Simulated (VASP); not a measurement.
Calculation: vdW-DF-cx, VASP's PBE PAW potentials (set 64) (plane waves; VASP).

A VASP calculation is set up with these files.

File KPOINTS:
```
Automatic mesh
0
Gamma
8 8 8
0 0 0
```

### POSCAR
```
PbS
1
    0.0000000000     2.9883213774     2.9883213774
    2.9883213774     0.0000000000     2.9883213774
    2.9883213774     2.9883213774     0.0000000000
Pb S
1 1
Direct
  0.0000000000   0.0000000000   0.0000000000
  0.5000000000   0.5000000000   0.5000000000
```

INCAR:
```
! general
SYSTEM   = PbS
PREC     = Accurate
ENCUT    = 520
LREAL    = .False.
LASPH    = .True.

! electronic loop
EDIFF    = 1E-7
NELM     = 100
ALGO     = Normal
LMAXMIX  = 4

! smearing
ISMEAR   = 0
SIGMA    = 0.05

! functional
GGA      = CX
LUSE_VDW = .True.
AGGAC    = 0.0

! ions
ISIF     = 2

! output
LWAVE    = .False.
LCHARG   = .False.
```

POTCAR, in this order: Pb_d S (PBE.64 set). Program: vasp_std.

Output

File OUTCAR:
```
 ion  position               nearest neighbor table
   1  0.000  0.000  0.000-   2 2.99   2 2.99   2 2.99   2 2.99   2 2.99   2 2.99
   2  0.500  0.500  0.500-   1 2.99   1 2.99   1 2.99   1 2.99   1 2.99   1 2.99
  LATTYP: Found a face centered cubic cell.
 ALAT       =     5.9766427548
 Subroutine PRICEL returns:
 Original cell was already a primitive cell.
 Subroutine GETGRP returns: Found 48 space group operations
The static configuration has the point symmetry O_h .
The dynamic configuration has the point symmetry O_h .
 Subroutine INISYM returns: Found 48 space group operations
 Subroutine IBZKPT returns following result:
 Found     29 irreducible k-points:

 Following reciprocal coordinates:
            Coordinates               Weight
  0.000000  0.000000  0.000000      1.000000
  0.125000  0.000000  0.000000      8.000000
  0.250000  0.000000  0.000000      8.000000
  0.375000  0.000000  0.000000      8.000000
  0.500000  0.000000  0.000000      4.000000
  0.125000  0.125000  0.000000      6.000000
  0.250000  0.125000  0.000000     24.000000
  0.375000  0.125000  0.000000     24.000000
  0.500000  0.125000  0.000000     24.000000
 -0.375000  0.125000  0.000000     24.000000
 -0.250000  0.125000  0.000000     24.000000
 -0.125000  0.125000  0.000000     12.000000
  0.250000  0.250000  0.000000      6.000000
  0.375000  0.250000  0.000000     24.000000
  0.500000  0.250000  0.000000     24.000000
 -0.375000  0.250000  0.000000     24.000000
 -0.250000  0.250000  0.000000     12.000000
  0.375000  0.375000  0.000000      6.000000
  0.500000  0.375000  0.000000     24.000000
 -0.375000  0.375000  0.000000     12.000000
  0.500000  0.500000  0.000000      3.000000
  0.375000  0.250000  0.125000     24.000000
  0.500000  0.250000  0.125000     48.000000
 -0.375000  0.250000  0.125000     24.000000
...
```

OSZICAR:
```
       N       E                     dE             d eps       ncg     rms          rms(c)
DAV:   1     0.162514477421E+03    0.16251E+03   -0.99770E+03   812   0.147E+03
DAV:   2     0.860530069344E+01   -0.15391E+03   -0.15102E+03   884   0.353E+02
DAV:   3    -0.443467776821E+01   -0.13040E+02   -0.12768E+02  1052   0.105E+02
DAV:   4    -0.476179231416E+01   -0.32711E+00   -0.32694E+00   922   0.199E+01
DAV:   5    -0.477332979229E+01   -0.11537E-01   -0.11537E-01  1142   0.362E+00    0.440E+00
DAV:   6    -0.432818461766E+01    0.44515E+00   -0.14215E+00  1224   0.926E+00    0.313E+00
DAV:   7    -0.432991182889E+01   -0.17272E-02   -0.12881E-01   876   0.207E+00    0.178E+00
DAV:   8    -0.433277804400E+01   -0.28662E-02   -0.14424E-02   902   0.150E+00    0.255E-01
DAV:   9    -0.433245554506E+01    0.32250E-03   -0.28300E-03  1242   0.515E-01    0.827E-02
DAV:  10    -0.433263462194E+01   -0.17908E-03   -0.32751E-04   860   0.122E-01    0.518E-02
DAV:  11    -0.433263800182E+01   -0.33799E-05   -0.48000E-05  1012   0.849E-02    0.125E-02
DAV:  12    -0.433263875881E+01   -0.75700E-06   -0.30380E-06   962   0.188E-02    0.380E-03
DAV:  13    -0.433263876066E+01   -0.18435E-08   -0.18099E-07   760   0.456E-03
   1 F= -.43326388E+01 E0= -.43326388E+01  d E =-.352031E-10
```

OUTCAR:
```
------------------------ aborting loop because EDIFF is reached ----------------------------------------
  FORCE on cell =-STRESS in cart. coord.  units (eV):
  Direction    XX          YY          ZZ          XY          YZ          ZX
  --------------------------------------------------------------------------------------
  Total       -0.5353694     -0.5353694     -0.5353694     -0.0000000     -0.0000000      0.0000000
  in kB      -16.0713448    -16.0713448    -16.0713448     -0.0000000     -0.0000000      0.0000000
  external PRESSURE =     -16.0713448 kB  Pullay stress =       0.0000000 kB
  volume of cell :       53.37
      direct lattice vectors                 reciprocal lattice vectors
     0.000000000  2.988321377  2.988321377    -0.167318015  0.167318015  0.167318015
     2.988321377  0.000000000  2.988321377     0.167318015 -0.167318015  0.167318015
     2.988321377  2.988321377  0.000000000     0.167318015  0.167318015 -0.167318015
  FREE ENERGIE OF THE ION-ELECTRON SYSTEM (eV)
  ---------------------------------------------------
  free  energy   TOTEN  =        -4.3326387607 eV

  energy  without entropy=       -4.3326387606  energy(sigma->0) =       -4.33263876
```
(Selected blocks of OUTCAR.)

The compound is PbS in the rock salt structure. This cell is one point of a volume scan, at 1.03 of the reference volume.
